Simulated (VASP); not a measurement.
A convergence study with VASP on BN (zinc blende): one setting is varied, all else stays as given below, so the limit is that of these other settings.

```
CELL_PARAMETERS angstrom
      0.00000     1.80750     1.80750
      1.80750     0.00000     1.80750
      1.80750     1.80750     0.00000
ATOMIC_POSITIONS crystal
  B  0.00000 0.00000 0.00000
  N  0.25000 0.25000 0.25000
```

Computed with LDA (Ceperley-Alder, Perdew-Zunger), VASP's LDA PAW potentials (set 64) (plane waves; VASP). The tightest run used: 700 eV cut-off, 22×22×22 Γ-centred mesh, tetrahedra with Blöchl corrections, potentials B N.

Gaps are read on the run's mesh, which can miss a band edge.

| setting | E (eV/atom) | pressure (GPa) | gap on the mesh (eV) | irreducible k-points |
|---|---|---|---|---|
| 3×3×3 mesh | -9.5192 | -7.15 | 5.484 | 4 |
| 4×4×4 mesh | -9.6679 | -9.79 | 4.316 | 8 |
| 5×5×5 mesh | -9.6967 | -10.30 | 4.825 | 10 |

Problem. These are the cheaper rows. Estimate the results at 22×22×22 mesh, and how far the last row shown lies from them.

Solution. 
| quantity | tightest run | last row shown is off by |
|---|---|---|
| E (eV/atom) | -9.7049 | 0.0083 |
| pressure (GPa) | -10.45 | 0.15 |
| gap on the mesh (eV) | 4.345 | 0.480 |

Left out are rungs that failed or repeat a setting and relaxations that didn't move; long series are thinned to 24 rows.

The compound is BN in the zinc blende structure. The cell was not relaxed at this level.
